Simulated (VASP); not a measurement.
Consider the following.

```
CELL_PARAMETERS angstrom
      3.86348     0.00000     0.00000
     -1.93174     3.34587     0.00000
      0.00000     0.00000     6.34144
ATOMIC_POSITIONS crystal
  Al 0.33333 0.66667 0.00007
  Al 0.66667 0.33333 0.50007
  P  0.33333 0.66667 0.37493
  P  0.66667 0.33333 0.87493
```

Level of theory: PBEsol GGA, VASP's PBE PAW potentials (set 64) (plane waves; VASP 6.6.1). Numerical set-up: 400 eV cut-off, 6×6×3 Γ-centred mesh, Gaussian smearing of 0.050 eV, potentials Al P.

Q: Estimate the energy per atom (σ→0), band gap (on the k-mesh) with the smallest direct gap where there is one.

A: 
- band gap (on the k-mesh): 1.82 eV
- smallest direct gap (on the k-mesh): 2.32 eV
- energy per atom (σ→0): -529.8 kJ/mol of atoms

Total energies compare only between runs with the same potentials, cut-off and functional.

The structure comes from a computed database's AlP entry (P6_3mc); how it stands against other phases isn't given here. The cell was not relaxed at this level. The start is the result of an earlier pass.
